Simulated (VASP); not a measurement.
Input:

```
CELL_PARAMETERS angstrom
      3.70723     0.00000     0.00000
     -1.85362     3.21056     0.00000
      0.00000     0.00000     8.18340
ATOMIC_POSITIONS crystal
  Y  0.33333 0.66667 0.67746
  Y  0.66667 0.33333 0.32254
  C  0.00000 0.00000 0.00000
  N  0.00000 0.00000 0.15023
  N  0.00000 0.00000 0.84977
  O  0.33333 0.66667 0.39671
  O  0.66667 0.33333 0.60329
```

The numbers are results of r2SCAN meta-GGA, VASP's PBE PAW potentials (set 64) (plane waves; VASP 6.6.1), not measurements. Run with 520 eV cut-off, 9×9×4 Γ-centred mesh, Gaussian smearing of 0.010 eV, potentials Y_sv C N O.

Problem. Estimate the energy per atom (σ→0).

Solution. 
```
Item                             Value
---------------------  ---------------
energy per atom (σ→0)  -13.963 eV/atom
```

Only differences to runs with the same potentials and settings are physical.

The structure comes from a computed database's Y2CN2O2 entry (P-3m1); how it stands against other phases isn't given here. It was relaxed first.
